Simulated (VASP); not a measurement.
All values below come from LDA (Ceperley-Alder, Perdew-Zunger), VASP's LDA PAW potentials (set 64) (plane waves; VASP 6.6.1).

VASP ran on this input.

**INCAR**
```
SYSTEM = Al
PREC = Accurate
ENCUT = 500
EDIFF = 1E-6
NELM = 100
ALGO = Normal
LREAL = .FALSE.
LASPH = .TRUE.
ISMEAR = 1
SIGMA = 0.1
LWAVE = .FALSE.
LCHARG = .FALSE.
IBRION = 2
ISIF = 3
NSW = 40
EDIFFG = -0.02
PSTRESS = 450
```

### POSCAR
```
Al
1
   -0.0000000000     1.8130010564     1.8130010564
    1.8130010564     0.0000000000     1.8130010564
    1.8130010564     1.8130010564     0.0000000000
Al
1
Direct
  0.0000000000   0.0000000000   0.0000000000
```

### KPOINTS
```
kpoints
0
gamma
  17 17 17
```

POTCAR, in this order: Al (LDA.64 set). Program: vasp_std.

The resulting files:

OSZICAR:
```
       N       E                     dE             d eps       ncg     rms          rms(c)
DAV:   1    -0.156768395508E+01   -0.15677E+01   -0.95607E+02  1825   0.330E+02
DAV:   2    -0.379993909103E+01   -0.22323E+01   -0.20859E+01  2150   0.347E+01
DAV:   3    -0.381575986637E+01   -0.15821E-01   -0.15063E-01  2140   0.321E+00
DAV:   4    -0.381578635521E+01   -0.26489E-04   -0.26486E-04  2140   0.124E-01
DAV:   5    -0.381578644461E+01   -0.89393E-07   -0.89581E-07  2155   0.607E-03    0.220E+00
DAV:   6    -0.378738491656E+01    0.28402E-01   -0.10673E-03  1870   0.223E-01    0.120E+00
DAV:   7    -0.376939362875E+01    0.17991E-01   -0.27608E-03  1775   0.356E-01    0.245E-01
DAV:   8    -0.376933448579E+01    0.59143E-04   -0.31861E-05  2350   0.496E-02    0.210E-02
DAV:   9    -0.376933420297E+01    0.28282E-06   -0.14341E-07  1530   0.314E-03
   1 F= -.42179171E+00 E0= -.42173916E+00  d E =-.421792E+00
```

**OUTCAR**
```
------------------------ aborting loop because EDIFF is reached ----------------------------------------
  FORCE on cell =-STRESS in cart. coord.  units (eV):
  Direction    XX          YY          ZZ          XY          YZ          ZX
  --------------------------------------------------------------------------------------
  Total        3.3441096      3.3441096      3.3441096      0.0000000      0.0000000     -0.0000000
  in kB      449.5385286    449.5385286    449.5385286      0.0000000      0.0000000     -0.0000000
  external PRESSURE =      -0.4614714 kB  Pullay stress =     450.0000000 kB
  volume of cell :       11.92
      direct lattice vectors                 reciprocal lattice vectors
     0.000000000  1.813001056  1.813001056    -0.275785829  0.275785829  0.275785829
     1.813001056  0.000000000  1.813001056     0.275785829 -0.275785829  0.275785829
     1.813001056  1.813001056  0.000000000     0.275785829  0.275785829 -0.275785829
 POSITION                                       TOTAL-FORCE (eV/Angst)
 -----------------------------------------------------------------------------------
      0.00000      0.00000      0.00000        -0.000000     -0.000000     -0.000000
 -----------------------------------------------------------------------------------
    total drift:                               -0.000000     -0.000000     -0.000000
  FREE ENERGIE OF THE ION-ELECTRON SYSTEM (eV)
  ---------------------------------------------------
  free  energy   TOTEN  =        -3.7693342030 eV

  energy  without entropy=       -3.7691765385  energy(sigma->0) =       -3.76928165
  enthalpy is  TOTEN    =        -0.4217917105 eV   P V=        3.3475424925

 reached required accuracy - stopping structural energy minimisation
```
(Selected blocks of OUTCAR.)

The compound is Al in the fcc structure. It was relaxed first under an external pressure of 45 GPa.
